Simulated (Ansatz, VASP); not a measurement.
Given: the input of a run of VASP 6.6.1 on MgPb2N2. Atoms were shifted at random by some hundredths of an Å from the given cell, which wasn't relaxed again for these runs. The cell comes from a database or a generator and needn't be the stable form of this composition.

The input INCAR:

```
SYSTEM = MgPb2N2
  PREC = Accurate
  ENCUT = 520
  EDIFF = 1E-7
  ISMEAR = -1
  SIGMA = 0.05
  LREAL = .FALSE.
  LASPH = .TRUE.
  NELM = 100
  ALGO = Normal
  ISIF = 2
  LWAVE = .FALSE.
  LCHARG = .FALSE.
  GGA = PE
  NBANDS = 28
```

The input KPOINTS:

```
Automatic mesh
0
G
  9 9 3
  0 0 0
```

The input POSCAR:

```
MgPb2N2
1.0
    3.3917442120      0.0000000000      0.0000000000
   -1.6958721060      2.9373366507      0.0000000000
    0.0000000000      0.0000000000      9.2349600287
Pb Mg N
2 1 2
Direct
    0.3297170000      0.6612980000      0.7165850000
    0.6543210000      0.3283480000      0.2888130000
    0.0008780000      0.0250230000      0.0031260000
    0.3305240000      0.6597270000      0.1345470000
    0.6642770000      0.3308690000      0.8563160000
```

Potentials or basis: VASP PAW PBE potentials, release 64 (Pb_d, Mg, N).

Launch:

```bash
$ cat potpaw_PBE.64/Pb_d/POTCAR potpaw_PBE.64/Mg/POTCAR potpaw_PBE.64/N/POTCAR > POTCAR
$ mpirun -np 1 vasp_std > vasp.out
```

**Question.** Set up the same calculation for Ansatz 0.2.0. Potentials or basis there: Ansatz PAW, cutoff 420 eV.

**Answer.** As run (cutoffs and basis follow the program's own potentials, and thresholds, step limits or extra output files can differ):

input.yaml

```yaml
crystal:
  lattice:
    - [3.391744212, 0.0, 0.0]
    - [-1.695872106, 2.9373366507, 0.0]
    - [0.0, 0.0, 9.2349600287]
  atoms:
    - { symbol: Pb, position: [0.329717, 0.661298, 0.716585] }
    - { symbol: Pb, position: [0.654321, 0.328348, 0.288813] }
    - { symbol: Mg, position: [0.000878, 0.025023, 0.003126] }
    - { symbol: "N", position: [0.330524, 0.659727, 0.134547] }
    - { symbol: "N", position: [0.664277, 0.330869, 0.856316] }
hamiltonian:
  xc: pbe
  pseudopotentials: { kind: paw }
kpoints:
  mp_grid: { grid: [9, 9, 3] }
scf:
  occupations: { method: fermi_dirac, width: 0.05 }
output:
  forces: true
  stress: true
  eigenvalues: true
```

Potentials or basis: Ansatz PAW.

Run with:

```console
$ ansatz run input.yaml --threads 2 --pin off --max-ram 5120MiB --backend cpu --events-out ev --progress --plain --runs-dir out
```

Both were run:

|  | VASP | Ansatz |
| --- | --- | --- |
| Pressure | 0.3 GPa | 0.4 GPa |
| Largest force | 0.665 eV/Å | 0.630 eV/Å |

Ansatz's pressure holds a Pulay term of +0.20 GPa for its cutoff of 420 eV, which the other run lacks.

The potentials hold 40 and 48 valence electrons a cell.

Where Ansatz's input types no cutoff or centring, it takes its own default and a Γ-centred mesh.

Pressure is positive in compression.
